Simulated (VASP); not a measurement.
VASP ran on this input.

**INCAR**
```
ALGO = Normal
EDIFF = 1E-6
EDIFFG = -0.01
ENCUT = 480
GGA = PS
IBRION = 2
ISIF = 3
ISMEAR = 0
LASPH = .TRUE.
LCHARG = .FALSE.
LMAXMIX = 4
LREAL = .FALSE.
LWAVE = .FALSE.
NELM = 100
NSW = 60
PREC = Accurate
SIGMA = 0.05
SYSTEM = InP
```

KPOINTS:
```
Automatic mesh
0
G
 7 7 7
0 0 0
```

POSCAR:
```
InP
1
    0.0000000000     2.9350000000     2.9350000000
    2.9350000000     0.0000000000     2.9350000000
    2.9350000000     2.9350000000     0.0000000000
In P
1 1
Direct
  0.0000000000   0.0000000000   0.0000000000
  0.7500000000   0.7500000000   0.7500000000
```

POTCAR, in this order: In_d P (PBE.64 set). Program: vasp_std.

Q: Write an equivalent input for Quantum ESPRESSO's pw.x.

A: One equivalent input (not run):
```
&CONTROL
  calculation = 'vc-relax'
  pseudo_dir = './pseudo'
  outdir = './out'
  tprnfor = .true.
  tstress = .true.
  nstep = 60
  forc_conv_thr = 0.00039
/
&SYSTEM
  ibrav = 0
  nat = 2
  ntyp = 2
  ecutwfc = 70
  occupations = 'smearing'
  smearing = 'gaussian'
  degauss = 0.003675
  input_dft = 'pbesol'
/
&ELECTRONS
  conv_thr = 7.3e-08
  electron_maxstep = 100
/
&IONS
/
&CELL
/
ATOMIC_SPECIES
  In 114.818 In.upf
  P 30.974 P.upf
CELL_PARAMETERS angstrom
     0.0000000    2.9350000    2.9350000
     2.9350000    0.0000000    2.9350000
     2.9350000    2.9350000    0.0000000
ATOMIC_POSITIONS crystal
  In   0.0000000  0.0000000  0.0000000
  P    0.7500000  0.7500000  0.7500000
K_POINTS automatic
  7 7 7 0 0 0
```
What does not carry over: the potentials are each code's own (VASP's PAW set, PseudoDojo norm-conserving files in pw.x), so ENCUT and ecutwfc are chosen apart and not converted; conv_thr bounds pw.x's estimated SCF error, while EDIFF bounds the energy change between steps; forc_conv_thr acts on force components and is met together with etot_conv_thr.

The compound is InP in the zinc blende structure. This run relaxes it. Symmetry was kept, so distortions that lower it aren't found.
